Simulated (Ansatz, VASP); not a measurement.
**Cross-check of Ge (Germanium) between VASP and Ansatz**

Aim: how closely do two programs agree when they are given the same cell, functional and k mesh? The cell is taken from a series of runs on this material, whose earlier steps may have relaxed, scaled, displaced or heated it; both programs get it as it stands.

Program: Ansatz 0.2.0. Level of theory: plane waves, with VASP 6.6.1 beside it; zone-centre phonons at PBEsol. Results are calculated unless marked as measured.

## (1) Starting point

Symmetry: Fd-3m, No. 227, cubic system. Conventional cell: a = 5.657 Å, b = 5.657 Å, c = 5.657 Å, α = 90.00°, β = 90.00°, γ = 90.00°. Ge has 4 Ge at 2.45 Å nearest.

## (2) VASP: zone-centre phonons, PBEsol

Second derivatives magnify differences that forces hide, and they need a tight electronic threshold.

Lines of VASP's logs that name or quote its potential files are left out, and so is its time.

Contents of INCAR:

```
SYSTEM = Ge
PREC = Accurate
ENCUT = 500
EDIFF = 1E-08
NELM = 120
ISMEAR = 1
SIGMA = 0.2
LREAL = .FALSE.
ALGO = Normal
GGA = PS
NBANDS = 20
LORBIT = 11
LWAVE = .FALSE.
LCHARG = .FALSE.
ISIF = 2
IBRION = 8
LASPH = .TRUE.
GGA_COMPAT = .FALSE.
KPAR = 2
```

Contents of POSCAR:

```
Ge
1.0
    0.0000000000      2.8283717236      2.8283717236
    2.8283717236      0.0000000000      2.8283717236
    2.8283717236      2.8283717236      0.0000000000
Ge
2
Direct
    0.5000000000      0.5000000000      0.5000000000
    0.7500000000      0.7500000000      0.7500000000
```

Contents of KPOINTS:

```
Automatic mesh
0
Gamma
16 16 16
0 0 0
```

Potentials, in the order of the species: Ge_d (PBE family, release 64).

The run is started by

```bash
> mpirun -np 2 vasp_std
```

Numbers of over 12 decimals in the logs are rounded to 6 here.

The log of the run:

```text
[banner, memory and clock lines left out]
running    2 mpi-ranks, on    1 nodes
 distrk:  each k-point on    1 cores,    2 groups
 distr:  one band on    1 cores,    1 groups

 POSCAR found type information on POSCAR Ge
 POSCAR found :  1 types and       2 ions
|                                                                             |
|               ----> ADVICE to this user running VASP <----                  |
|                                                                             |
|     You enforced a specific xc type in the INCAR file but a different       |
|     [... a line on the potential file left out ...]
|     I HOPE YOU KNOW WHAT YOU ARE DOING!                                     |
|                                                                             |

 LDA part: xc-table for (Slater+PW92), standard interpolation
 POSCAR, INCAR and KPOINTS ok, starting setup
 FFT: planning ... GRIDC
 FFT: planning ... GRID_SOFT
 FFT: planning ... GRID
 WAVECAR not read
 entering main loop
       N       E                     dE             d eps       ncg     rms          rms(c)
DAV:   1     0.183515926736E+03    0.18352E+03   -0.14564E+04  6228   0.373E+03
DAV:   2     0.158899182570E+02   -0.16763E+03   -0.16308E+03  5812   0.591E+02
DAV:   3    -0.921194524839E+01   -0.25102E+02   -0.24927E+02  6568   0.145E+02
DAV:   4    -0.100126387328E+02   -0.80069E+00   -0.80018E+00  6488   0.306E+01
DAV:   5    -0.100258220773E+02   -0.13183E-01   -0.13183E-01  6540   0.430E+00    0.326E+00
DAV:   6    -0.992199523861E+01    0.10383E+00   -0.37061E-02  7644   0.238E+00    0.186E+00
DAV:   7    -0.987245061368E+01    0.49545E-01   -0.61023E-02  6212   0.253E+00    0.156E-01
DAV:   8    -0.987345887284E+01   -0.10083E-02   -0.68893E-03  6548   0.120E+00    0.511E-02
DAV:   9    -0.987356176738E+01   -0.10289E-03   -0.23729E-04  6592   0.220E-01    0.108E-02
DAV:  10    -0.987357561518E+01   -0.13848E-04   -0.19853E-05  7484   0.386E-02    0.541E-03
DAV:  11    -0.987357674323E+01   -0.11280E-05   -0.47290E-06  7732   0.347E-02    0.137E-03
DAV:  12    -0.987357632791E+01    0.41532E-06   -0.84734E-07  7748   0.182E-02    0.282E-04
DAV:  13    -0.987357630272E+01    0.25194E-07   -0.18029E-08  5560   0.134E-03    0.123E-04
DAV:  14    -0.987357627935E+01    0.23365E-07   -0.41996E-09  3816   0.125E-03    0.281E-05
DAV:  15    -0.987357628129E+01   -0.19336E-08   -0.68591E-10  3384   0.372E-04
   1 F= -.98735763E+01 E0= -.98736368E+01  d E =0.181531E-03
 Linear response reoptimize wavefunctions to high precision
DAV:   1    -0.987357628376E+01   -0.24756E-08   -0.18419E-10  3628   0.184E-04
DAV:   2    -0.987357628379E+01   -0.22737E-10   -0.50576E-11  3296   0.929E-05
 Linear response DOF=           1
 Linear response progress:
  Degree of freedom:   1/  1
       N       E                     dE             d eps       ncg     rms          rms(c)
RMM:   1    -0.186646162130E+00   -0.18665E+00    0.83909E+00 30179   0.449E+01
RMM:   2    -0.193831045980E+00   -0.71849E-02   -0.13226E-02 40279   0.109E+00    0.744E-02
RMM:   3    -0.193861319270E+00   -0.30273E-04   -0.93881E-04 42728   0.314E-01    0.431E-02
RMM:   4    -0.193771570311E+00    0.89749E-04   -0.62668E-05 45476   0.794E-02    0.457E-03
RMM:   5    -0.193772455578E+00   -0.88527E-06   -0.10078E-06 43696   0.173E-02    0.239E-03
RMM:   6    -0.193778792317E+00   -0.63367E-05   -0.19873E-07 44487   0.484E-03    0.303E-04
RMM:   7    -0.193777744303E+00    0.10480E-05    0.21207E-08 45576   0.148E-03    0.182E-04
RMM:   8    -0.193776515634E+00    0.12287E-05   -0.56740E-08 46167   0.544E-04    0.399E-05
RMM:   9    -0.193776453481E+00    0.62153E-07   -0.14034E-08 46555   0.220E-04    0.191E-05
RMM:  10    -0.193776594737E+00   -0.14126E-06    0.57289E-09 46730   0.957E-05    0.555E-06
RMM:  11    -0.193776628010E+00   -0.33273E-07   -0.10137E-08 47144   0.498E-05    0.260E-06
RMM:  12    -0.193776647616E+00   -0.19606E-07    0.22572E-09 45370   0.309E-05    0.153E-06
RMM:  13    -0.193776660516E+00   -0.12900E-07   -0.84253E-10 40106   0.231E-05    0.363E-07
RMM:  14    -0.193776662964E+00   -0.24476E-08    0.35802E-10 33994   0.191E-05    0.809E-08
 first order change of Fermi-energy   0.96238E-03
 force on displaced ion       1 direction 1 : -11.053  -0.000  -0.000
 Linear response finished
```

From OUTCAR (step 2):

```text
ion  position               nearest neighbor table
   1  0.500  0.500  0.500-   2 2.45   2 2.45   2 2.45   2 2.45
   2  0.750  0.750  0.750-   1 2.45   1 2.45   1 2.45   1 2.45

  LATTYP: Found a face centered cubic cell.
 ALAT       =     5.6567434472

 Subroutine GETGRP returns: Found 48 space group operations
 (whereof 24 operations were pure point group operations)

The static configuration has the point symmetry T_d .
 The point group associated with its full space group is O_h .

 Found    145 irreducible k-points:

   k-points           NKPTS =    145   k-points in BZ     NKDIM =    145   number of bands    NBANDS=     20

   dimension x,y,z NGX =    30 NGY =   30 NGZ =   30
   dimension x,y,z NGXF=    60 NGYF=   60 NGZF=   60

   ENCUT  =  500.0 eV  36.75 Ry    6.06 a.u.   7.29  7.29  7.29*2*pi/ulx,y,z

   NELECT =      28.0000    total number of electrons

 k-points in reciprocal lattice and weights: Automatic mesh
   0.00000000  0.00000000  0.00000000       0.000
   0.06250000  0.00000000  0.00000000       0.002
   0.12500000  0.00000000  0.00000000       0.002
   0.18750000  0.00000000  0.00000000       0.002
   0.25000000  0.00000000  0.00000000       0.002
   0.31250000  0.00000000  0.00000000       0.002
   0.37500000  0.00000000  0.00000000       0.002
   0.43750000  0.00000000  0.00000000       0.002
   0.50000000  0.00000000  0.00000000       0.001
[...]
-0.31250000  0.50000000  0.18750000       0.003
  -0.25000000  0.50000000  0.25000000       0.001

 average (electrostatic) potential at core
       1 -74.1599       2 -74.1599

  Total        0.1560085      0.1560085      0.1560085      0.0000000      0.0000000     -0.0000000
  in kB        5.5235654      5.5235654      5.5235654      0.0000000      0.0000000     -0.0000000
  external PRESSURE =       5.5235654 kB  Pullay stress =       0.0000000 kB

  energy-cutoff  :      500.00
  volume of cell :       45.25
      direct lattice vectors                 reciprocal lattice vectors
     0.000000000  2.828371724  2.828371724    -0.176780158  0.176780158  0.176780158
     2.828371724  0.000000000  2.828371724     0.176780158 -0.176780158  0.176780158
     2.828371724  2.828371724  0.000000000     0.176780158  0.176780158 -0.176780158

 POSITION                                       TOTAL-FORCE (eV/Angst)
 -----------------------------------------------------------------------------------
      2.82837      2.82837      2.82837         0.000000      0.000000      0.000000
      4.24256      4.24256      4.24256        -0.000000     -0.000000     -0.000000
 -----------------------------------------------------------------------------------
    total drift:                                0.000000     -0.000000     -0.000000

 Eigenvectors and eigenvalues of the dynamical matrix
 ----------------------------------------------------

   1 f  =    8.625844 THz    54.197775 2PiTHz  287.727176 cm-1    35.673607 meV
             X         Y         Z           dx          dy          dz
      2.828372  2.828372  2.828372     0.000000   -0.707107    0.000000
      4.242558  4.242558  4.242558     0.000000    0.707107    0.000000

   2 f  =    8.625844 THz    54.197775 2PiTHz  287.727176 cm-1    35.673607 meV
             X         Y         Z           dx          dy          dz
      2.828372  2.828372  2.828372    -0.707107    0.000000    0.000000
      4.242558  4.242558  4.242558     0.707107    0.000000    0.000000

   3 f  =    8.625844 THz    54.197775 2PiTHz  287.727176 cm-1    35.673607 meV
             X         Y         Z           dx          dy          dz
      2.828372  2.828372  2.828372     0.000000    0.000000   -0.707107
      4.242558  4.242558  4.242558     0.000000    0.000000    0.707107

   4 f  =    0.000000 THz     0.000000 2PiTHz    0.000000 cm-1     0.000000 meV
             X         Y         Z           dx          dy          dz
      2.828372  2.828372  2.828372     0.707107    0.000000    0.000000
      4.242558  4.242558  4.242558     0.707107    0.000000    0.000000

   5 f  =    0.000000 THz     0.000000 2PiTHz    0.000000 cm-1     0.000000 meV
             X         Y         Z           dx          dy          dz
      2.828372  2.828372  2.828372     0.000000    0.707107    0.000000
      4.242558  4.242558  4.242558     0.000000    0.707107    0.000000

   6 f  =    0.000000 THz     0.000000 2PiTHz    0.000000 cm-1     0.000000 meV
             X         Y         Z           dx          dy          dz
      2.828372  2.828372  2.828372     0.000000    0.000000    0.707107
      4.242558  4.242558  4.242558     0.000000    0.000000    0.707107

 ELASTIC MODULI CONTR FROM IONIC RELAXATION (kBar)
 Direction    XX          YY          ZZ          XY          YZ          ZX
 --------------------------------------------------------------------------------
 XX          -0.0000     -0.0000     -0.0000     -0.0000      0.0000     -0.0000
 YY          -0.0000     -0.0000     -0.0000     -0.0000     -0.0000      0.0000
 ZZ          -0.0000     -0.0000     -0.0000      0.0000     -0.0000     -0.0000
 XY          -0.0000     -0.0000      0.0000   -219.1127      0.0000      0.0000
 YZ           0.0000     -0.0000     -0.0000      0.0000   -219.1127      0.0000
 ZX          -0.0000      0.0000     -0.0000      0.0000      0.0000   -219.1127
 --------------------------------------------------------------------------------
```

## (3) Ansatz: zone-centre phonons, PBEsol

Ansatz runs on its PAW soft_1 files.

The same cell, functional, mesh and smearing now go to Ansatz, which takes its cutoff from its data sets.

Contents of input.yaml:

```yaml
crystal:
  lattice:
    - [0.0, 2.8283717236, 2.8283717236]
    - [2.8283717236, 0.0, 2.8283717236]
    - [2.8283717236, 2.8283717236, 0.0]
  atoms:
    - { symbol: Ge, position: [0.5, 0.5, 0.5] }
    - { symbol: Ge, position: [0.75, 0.75, 0.75] }
kpoints:
  mp_grid: { grid: [16, 16, 16] }
hamiltonian:
  xc: pbesol
  pseudopotentials: { kind: paw, azcp: { folder: soft_1 }, xc_functional: pbe }
scf:
  occupations: { method: methfessel_paxton, width: 0.2 }
output:
  eigenvalues: true
phonons:
  method: dfpt
```

The run is started by

```bash
> ansatz run input.yaml --threads 4 --pin off --max-ram 10240MiB --backend cpu --events-out ev --progress --plain --runs-dir out
```

The log of the run:

```text
zone centre: on kpoints.mp_grid the ground state, and the responses unless they are solved on pairs of k-points, stand on 349 of the mesh's 4096 k-points, reduced under 8 symmetry operations, with k and −k counted as one. Each operation leaves every solved displacement unchanged or reverses it
Engine: ansatz 0.2.0, x86_64-unknown-linux-gnu
Pseudopotentials: kind: paw
Pseudopotential: Ge, paw, valence charge 14, recommended cutoff 420 eV (normal), soft_1/Ge.paw.azcp
Functional definition: PBEsol
  exchange = pbesol_x
  correlation = pbesol_c
Crystal: 2 atoms, lattice volume = 45.252 Å³
Basis set: ecut = 420 eV, 893 PW (Γ), exchange–correlation on 64×64×64 points (8 copies of the dense FFT grid, shifted against one another)
Bands: 18, of which v1, the nominal top of the filled ones, is band 14 counted from 1 (13 counted from 0)
Symmetry: 48 space group operations
k-points: 349 of 4096 (irreducible under 8 space group operations, time reversal used)
Non-local potential: Ge, projectors of the file, l = 0: 2, l = 1: 2, l = 2: 3, l = 3: 1
PAW form: soft (Blöchl's): semilocal exchange-correlation on the pseudo side does not see the compensation charge
PAW frozen core: Ge, regenerated for the run's functional, and the local potential with it (the file was generated under x = pbe(κ = 0.804, μ = 0.219515), c = pbe(β = 0.066725))
PAW one-centre angular grid: Ge, 590 points (default); XC on 64 Gauss nodes
Initial density: superposition of atomic densities (chi_scale 0.1, normalization cell)
Initial wavefunctions: pseudopotential atomic-orbital guess
Functional: x = pbesol(κ = 0.804, μ = 0.123457), c = pbesol(β = 0.046)
SCF iter   1: F=—  HF=-8507.077159 eV  |F-HF|=—  |Δ(HF+E_count)|=         —  Δρ=3.54e-2  dr2=4.50e-1  ethr=3.10e-3  ⟨swp⟩=5.1  Hψ=28527  notcnv=0
preconditioner: auto → none  [insulator: Δε(μ)=0.209 eV  Ē_g=23.289 eV  σ=0.200 eV  W_gap=0.70  n_scr=14 (ndim 8)  ℏωp=29.2 eV  f_vac=0.000  D(μ)=0.03/eV (n_scr^D=0)  ε∞_Penn≈2.6]
SCF iter   2: F=—  HF=-8507.012668 eV  |F-HF|=—  |Δ(HF+E_count)|=   6.45e-2  S|Δr|=    0.00e0  Δρ=1.68e-2  dr2=8.44e-2  ethr=1.61e-3  ⟨swp⟩=1.0  Hψ=9074  notcnv=0
SCF iter   3: F=—  HF=-8507.006152 eV  |F-HF|=—  |Δ(HF+E_count)|=   6.52e-3  S|Δr|=    0.00e0  Δρ=1.63e-3  dr2=3.10e-4  ethr=3.01e-4  ⟨swp⟩=2.0  Hψ=7351  notcnv=0
SCF iter   4: F=—  HF=-8507.006358 eV  |F-HF|=—  |Δ(HF+E_count)|=   2.06e-4  S|Δr|=    0.00e0  Δρ=2.63e-4  dr2=2.28e-5  ethr=1.11e-6  ⟨swp⟩=2.0  Hψ=10820  notcnv=0
SCF iter   5: F=—  HF=-8507.006305 eV  |F-HF|=—  |Δ(HF+E_count)|=   5.29e-5  S|Δr|=    0.00e0  Δρ=8.79e-5  dr2=2.43e-6  ethr=8.14e-8  ⟨swp⟩=2.0  Hψ=11176  notcnv=0
SCF iter   6: F=—  HF=-8507.006304 eV  |F-HF|=—  |Δ(HF+E_count)|=   1.61e-6  S|Δr|=    0.00e0  Δρ=2.37e-5  dr2=1.70e-7  ethr=8.68e-9  ⟨swp⟩=2.0  Hψ=11169  notcnv=0
SCF iter   7: F=—  HF=-8507.006304 eV  |F-HF|=—  |Δ(HF+E_count)|=   1.38e-7  S|Δr|=    0.00e0  Δρ=1.94e-6  dr2=1.07e-9  ethr=6.08e-10  ⟨swp⟩=2.0  Hψ=11169  notcnv=0
SCF iter   8: F=-8507.006304 eV  HF=-8507.006304 eV  |F-HF|=3.64e-12  |Δ(HF+E_count)|=  5.11e-10  S|Δr|=    0.00e0  Δρ=5.70e-8  dr2=9.02e-13  ethr=1.00e-12  ⟨swp⟩=4.1  Hψ=33509  notcnv=0
SCF 1 converged in 8 iterations: F = -8507.006304 eV  dr2 = 9.02e-13
  greatest PAW one-centre occupation: 0.998 electrons in one spin orbital (limit 2), on the Ge atom at site 1 (counted from 0), in its partial waves of l = 2
DFPT response loops at Γ: preconditioner auto → Kerker (q_TF=auto, 2.519 Å⁻¹) (partly filled bands, converged f_vac=0.059); β = 1.00, the filter's whole step (`scf.mixing.beta` (0.50) is not read by the response loops under this deck's `scf.mixing.preconditioner`; to damp them name `kerker` or `kerker_dos`, under which they read `scf.mixing.beta`, and type it under 1.00, their step now; both keys bind the ground state too); Broyden in place of MSR1
SCF converged after 8 iterations
Stability not checked: this state was not tested for a lower state beside it, because cold or Methfessel-Paxton smearing, or corrected tetrahedra, fill the levels in a way that the test cannot read (fill_not_monotonic; see scf.lower_state_search)
Free energy (F): -8507.006304 eV
Harris-Foulkes:  -8507.006304 eV  (|F-HF|=3.64e-12)
Internal energy: -8507.006478 eV  (E = F + TS)
E sigma→0 (E₀):  -8507.006347 eV
Entropy (-TS):   0.000175 eV (0.087 meV/atom)
Fermi energy:    8.448896 eV
Step filling:    the computed levels leave a gap of 0.0000 eV = 0.0 smearing widths at the electron count; against every level under it full and every level over it empty, smearing changes F+E_penalty+E_count by +0.104 meV and its σ→0 estimate by +0.060 meV
--- Per-component energies (eV) ---
  E_band       = -303.532212
  E_kinetic    = 185.880826
  E_local      = -4503.239616  (includes V_loc(G=0)·N_el)
  E_nonlocal   = 438.850739
  E_hartree    = 2144.409874
  E_xc         = -142.274506
  E_vxc        = -130.437671  (∫ρ·V_xc dr)
  E_paw        = -3944.823606  (= ΣΔE_a)
  E_vpaw       = -583.406210  (= ΣTr[D̂ρ^β])
  E_aug_tail   = 0.000039  (compensation charges beyond the density's cutoff)
  E_ewald      = -2687.646105
  E_core_change = 1.835876  (= ΣΔE_core)
  E_smearing   = 0.000175  (= −TS)
  E_closure    = 0.000000  (closes the sum)
  Σ components = -8507.006304   (vs F -8507.006304, Δ=0.00e0)
--- Band table (eV; the first three rows and the last of 349) ---
  k-point 0: bands = [... 10 lower, -4.3802, 8.4055, 8.4165, 8.4165, 8.4165, 10.9432, 10.9432, 10.9432]
  k-point 1: bands = [... 10 lower, -4.3323, 7.2693, 8.3173, 8.3173, 9.2213, 11.0748, 11.0748, 11.1448]
  k-point 2: bands = [... 10 lower, -4.1895, 6.0439, 8.0792, 8.0792, 9.4158, 11.3932, 11.3932, 11.8635]
  k-point 348: bands = [... 10 lower, -0.3853, -0.3853, 4.4776, 4.4776, 12.7004, 12.7004, 13.0502, 13.0502]
--- Phonons (Γ-DFPT): 1 representative perturbation + reference, on 349 of 4096 k-points (Σ response iterations 3) ---
  k mesh reduced under 8 symmetry operations, with k and −k counted as one. Each operation leaves every solved displacement unchanged or reverses it
  ASR residual: 1.659e-5 → 0.000e0 eV/Å²; symmetrization residual: 1.209e-12 eV/Å²
  ASR residual per site (eV/Å²): 1.66e-5 1.66e-5
  Γ frequencies (cm⁻¹): 0.00 0.00 0.00 287.53 287.53 287.53
  non-analytic LO–TO correction: not included (Born effective charges unavailable; polar crystals: no LO–TO splitting at Γ)
```

In the SCF lines HF is the Harris–Foulkes energy and dr2 the Hartree energy of the density residual, in eV; the loop may stop once dr2 is under the threshold and the program's other checks hold. Hψ counts applications of the Hamiltonian.

## (4) Side by side

Known differences besides the potentials themselves: the cutoff is 420 eV in Ansatz and 500 eV in VASP; Ansatz makes its cores anew for this functional, VASP keeps those of its PBE data sets. Total energies have different zeros and are not compared.

Both answers:

```csv
quantity,Ansatz,VASP,difference
optical mode 1 to 3 (cm⁻¹),287.5,287.7,-0.07 %
```

Modes are paired by rising frequency, not by their patterns, so a pair may set unlike modes beside each other; they are those without the splitting of longitudinal modes.

## (5) Summary of results

| Property | Result |
| --- | --- |
| r.m.s. difference of the optical zone-centre modes, each program's sorted by frequency (zone-centre phonons, PBEsol) | 0.20 cm⁻¹ |

The r.m.s. difference of the optical zone-centre modes, each program's sorted by frequency is 0.20 cm⁻¹ (zone-centre phonons, PBEsol). Such differences can come from data sets, numerical settings and the points named under the comparisons, not from the functional's error against experiment.

[Lines on the potential files, build, host, timing and source positions are cut from VASP's logs without a mark.]

[Logs are printed without paths, hosts, clocks, repeated set-up lines and the standing remarks that a program may print on its own settings, such as how far it seeks lower states.]

[Hosts, paths, dates, database ids (printed as entryN), source tags and the programs' standing remarks are cut or masked in the printed files.]
